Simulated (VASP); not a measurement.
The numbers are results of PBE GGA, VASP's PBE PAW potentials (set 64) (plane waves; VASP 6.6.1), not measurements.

Input for VASP

**POSCAR**
```
PbS
1
    0.0000000000     2.7155615751     2.7155615751
    2.7155615751     0.0000000000     2.7155615751
    2.7155615751     2.7155615751     0.0000000000
Pb S
1 1
Direct
  0.0000000000   0.0000000000   0.0000000000
  0.5000000000   0.5000000000   0.5000000000
```

**KPOINTS**
```
kpoints
0
gamma
  8 8 8
0 0 0
```

### INCAR
```
! general
SYSTEM  = PbS
PREC    = Accurate
ENCUT   = 500
LREAL   = F
LASPH   = T

! electronic loop
EDIFF   = 1E-6
NELM    = 100
ALGO    = Normal
LMAXMIX = 4

! smearing
ISMEAR  = 0
SIGMA   = 0.05

! functional
GGA     = PE

! ions
IBRION  = 2
NSW     = 40
ISIF    = 3
EDIFFG  = -0.02
PSTRESS = 450

! output
LWAVE   = F
LCHARG  = F
```

POTCAR, in this order: Pb_d S (PBE.64 set). Program: vasp_std.

**Question.** What will the output report for the number of irreducible k-points (NKPTS), largest plane-wave count, number of space-group operations, FFT grid (NGX, NGY, NGZ)?

**Answer.** 
```yaml
number of irreducible k-points (NKPTS): 29
largest_plane_wave_count: 1036
number_of_space_group_operations: 48
FFT grid (NGX, NGY, NGZ): 28 × 28 × 28
```

The compound is PbS in the rock salt structure. This run relaxes it under an external pressure of 45 GPa. Symmetry was kept, so distortions that lower it aren't found.
